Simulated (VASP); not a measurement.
Data:

```
AuCu
1.0
    2.83792     0.00000     0.00000
    0.00000     2.83792     0.00000
    0.00000     0.00000     3.72073
Cu Au
1 1
Direct
  0.00000   0.00000   0.00000
  0.50000   0.50000   0.50000
```

Calculation: PBE GGA with spin-orbit coupling, VASP's PBE PAW potentials (set 64) (plane waves; VASP). Run with 400 eV cut-off, 12×12×9 Γ-centred mesh, Gaussian smearing of 0.050 eV, potentials Cu Au.

Q: Give the energies of bands 11 to 24 at the high-symmetry points, in eV from the Fermi level.

A: 
```csv
band,Γ,X,M,Z,R,A
11,-2.87,-2.97,-1.78,-3.06,-2.56,-3.02
12,-2.87,-2.97,-1.78,-3.06,-2.56,-3.02
13,-2.55,-2.91,-1.58,-3.05,-1.86,-2.98
14,-2.55,-2.91,-1.58,-3.05,-1.86,-2.98
15,-2.00,-2.83,-1.54,-2.42,-1.65,-2.02
16,-2.00,-2.83,-1.54,-2.42,-1.65,-2.02
17,-1.68,-2.28,-1.20,-2.41,-1.49,-1.59
18,-1.68,-2.28,-1.20,-2.41,-1.49,-1.59
19,-1.53,-2.05,-1.08,-2.15,-1.36,-1.54
20,-1.53,-2.05,-1.08,-2.15,-1.36,-1.54
21,-1.16,-0.80,0.33,-2.10,-1.27,4.55
22,-1.16,-0.80,0.33,-2.10,-1.27,4.55
23,2.08,-0.10,1.08,-1.85,-0.60,5.29
24,2.08,-0.10,1.08,-1.85,-0.60,5.29
```

It has no gap at this level: it comes out as a metal or semimetal.

The compound is CuAu in the L1_0 structure. It was relaxed first.
